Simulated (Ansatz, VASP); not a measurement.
# Cross-check of Hf (Hafnium) between VASP and Ansatz, part 2 of 2

One calculation is typed for both programs; each brings its own data sets. How far apart do they land? The cell is taken from a series of runs on this material, whose earlier steps may have relaxed, scaled, displaced or heated it; both programs get it as it stands.

VASP 6.6.1 and Ansatz 0.2.0.

So far: The starting structure; Ansatz: zone-centre phonons, PBEsol; VASP: zone-centre phonons, PBEsol.

## Step 3: VASP: zone-centre phonons, PBEsol (continued)

Level of this step: PBEsol; plane waves and PAW (Hf_pv) (VASP).

Numbers of over 12 decimals in the logs are rounded to 6 here.

Parts of OUTCAR (step 3):

```text
ion  position               nearest neighbor table
   1  0.333  0.667  0.250-   2 3.08   2 3.08   2 3.08   2 3.08   2 3.08   2 3.08
   2  0.667  0.333  0.750-   1 3.08   1 3.08   1 3.08   1 3.08   1 3.08   1 3.08

  LATTYP: Found a hexagonal cell.
 ALAT       =     3.1494518970
 C/A-ratio  =     1.5812078160

 Subroutine GETGRP returns: Found 24 space group operations
 (whereof 12 operations were pure point group operations)

The static configuration has the point symmetry D_3d.
 The point group associated with its full space group is D_6h.

 Found    135 irreducible k-points:

   k-points           NKPTS =    135   k-points in BZ     NKDIM =    135   number of bands    NBANDS=     16

   dimension x,y,z NGX =    24 NGY =   24 NGZ =   36
   dimension x,y,z NGXF=    48 NGYF=   48 NGZF=   72

   ENCUT  =  500.0 eV  36.75 Ry    6.06 a.u.   5.74  5.74  9.08*2*pi/ulx,y,z

   NELECT =      20.0000    total number of electrons

 k-points in reciprocal lattice and weights: Automatic mesh
   0.00000000  0.00000000  0.00000000       0.001
   0.06666667  0.00000000  0.00000000       0.003
   0.13333333  0.00000000  0.00000000       0.003
   0.20000000 -0.00000000  0.00000000       0.003
   0.26666667  0.00000000  0.00000000       0.003
   0.33333333  0.00000000  0.00000000       0.003
   0.40000000 -0.00000000  0.00000000       0.003
   0.46666667  0.00000000  0.00000000       0.003
   0.06666667  0.06666667  0.00000000       0.003
[...]
0.33333333  0.26666667  0.50000000       0.007
   0.33333333  0.33333333  0.50000000       0.001

 average (electrostatic) potential at core
       1 -36.7159       2 -36.7159

  Total        0.2197277      0.2197277      0.1892137     -0.0000000      0.0000000     -0.0000000
  in kB        8.2294526      8.2294526      7.0866123     -0.0000000      0.0000000     -0.0000000
  external PRESSURE =       7.8485058 kB  Pullay stress =       0.0000000 kB

  energy-cutoff  :      500.00
  volume of cell :       42.78
      direct lattice vectors                 reciprocal lattice vectors
     3.149451897  0.000000000  0.000000000     0.317515565  0.183317697  0.000000000
    -1.574725949  2.727505351  0.000000000     0.000000000  0.366635394  0.000000000
     0.000000000  0.000000000  4.979937956     0.000000000  0.000000000  0.200805715

 POSITION                                       TOTAL-FORCE (eV/Angst)
 -----------------------------------------------------------------------------------
      0.00000      1.81834      1.24498        -0.000000     -0.000000      0.000000
      1.57473      0.90917      3.73495         0.000000      0.000000      0.000000
 -----------------------------------------------------------------------------------
    total drift:                               -0.000000     -0.000000      0.000000

 Eigenvectors and eigenvalues of the dynamical matrix
 ----------------------------------------------------

   1 f  =    3.231681 THz    20.305250 2PiTHz  107.797271 cm-1    13.365152 meV
             X         Y         Z           dx          dy          dz
      0.000000  1.818337  1.244984     0.000000   -0.000000   -0.707107
      1.574726  0.909168  3.734953    -0.000000    0.000000    0.707107

   2 f  =    2.379098 THz    14.948316 2PiTHz   79.358182 cm-1     9.839156 meV
             X         Y         Z           dx          dy          dz
      0.000000  1.818337  1.244984     0.000040   -0.707107    0.000000
      1.574726  0.909168  3.734953    -0.000040    0.707107   -0.000000

   3 f  =    2.379098 THz    14.948316 2PiTHz   79.358182 cm-1     9.839156 meV
             X         Y         Z           dx          dy          dz
      0.000000  1.818337  1.244984    -0.707107   -0.000040    0.000000
      1.574726  0.909168  3.734953     0.707107    0.000040   -0.000000

   4 f  =    0.000000 THz     0.000000 2PiTHz    0.000001 cm-1     0.000000 meV
             X         Y         Z           dx          dy          dz
      0.000000  1.818337  1.244984     0.487501   -0.503631    0.093266
      1.574726  0.909168  3.734953     0.487501   -0.503631    0.093266

   5 f/i=    0.000000 THz     0.000000 2PiTHz    0.000000 cm-1     0.000000 meV
             X         Y         Z           dx          dy          dz
      0.000000  1.818337  1.244984     0.512005    0.475672   -0.107646
      1.574726  0.909168  3.734953     0.512005    0.475672   -0.107646

   6 f/i=    0.000000 THz     0.000000 2PiTHz    0.000002 cm-1     0.000000 meV
             X         Y         Z           dx          dy          dz
      0.000000  1.818337  1.244984     0.013929    0.141747    0.692614
      1.574726  0.909168  3.734953     0.013929    0.141747    0.692614

 ELASTIC MODULI CONTR FROM IONIC RELAXATION (kBar)
 Direction    XX          YY          ZZ          XY          YZ          ZX
 --------------------------------------------------------------------------------
 XX        -147.5191    147.5191     -0.0000      0.0000      0.0000      0.0000
 YY         147.5191   -147.5191      0.0000     -0.0000      0.0000      0.0000
 ZZ          -0.0000      0.0000     -0.0000      0.0000      0.0000      0.0000
 XY           0.0000     -0.0000      0.0000   -147.5191      0.0000      0.0000
 YZ           0.0000      0.0000      0.0000      0.0000      0.0000      0.0000
 ZX           0.0000      0.0000      0.0000      0.0000      0.0000      0.0000
 --------------------------------------------------------------------------------
```

## Step 4: Comparison

Known differences besides the potentials themselves: the data sets hold 52 valence electrons in Ansatz (on its PAW soft_1 files) and 20 in VASP; the cutoff is 420 eV in Ansatz and 500 eV in VASP; Ansatz makes its cores anew for this functional, VASP keeps those of its PBE data sets. Total energies have different zeros and are not compared.

Compared:

| quantity | Ansatz | VASP | difference |
| --- | --- | --- | --- |
| optical mode 1 to 2 (cm⁻¹) | 79.0 | 79.4 | -0.44 % |
| optical mode 3 (cm⁻¹) | 109.8 | 107.8 | +1.84 % |

Modes are paired by rising frequency, not by their patterns, so a pair may set unlike modes beside each other; they are those without the splitting of longitudinal modes.

## Step 5: What came out

```yaml
r_m_s_difference_of_the_optical_zone_centre_modes_each_program_s_sorted_by_frequency_zone_centre_phonons_pbesol: 1.2 cm⁻¹
difference_in_optical_mode_3_zone_centre_phonons_pbesol: +1.8 %
```

**Reading.** The r.m.s. difference of the optical zone-centre modes, each program's sorted by frequency is 1.2 cm⁻¹ (zone-centre phonons, PBEsol). The data sets hold unlike numbers of valence electrons (52 in Ansatz and 20 in VASP), so part of the differences comes from the potentials. Among the rows given in per cent, the largest difference of the zone-centre phonons, PBEsol pair is in optical mode 3, +1.8 %. Such differences can come from data sets, numerical settings and the points named under the comparisons, not from the functional's error against experiment.

[Lines on the potential files, build, host, timing and source positions are cut from VASP's logs without a mark.]

[Logs are printed without paths, hosts, clocks, repeated set-up lines and the standing remarks that a program may print on its own settings, such as how far it seeks lower states.]

[Hosts, paths, dates, database ids (printed as entryN), source tags and the programs' standing remarks are cut or masked in the printed files.]
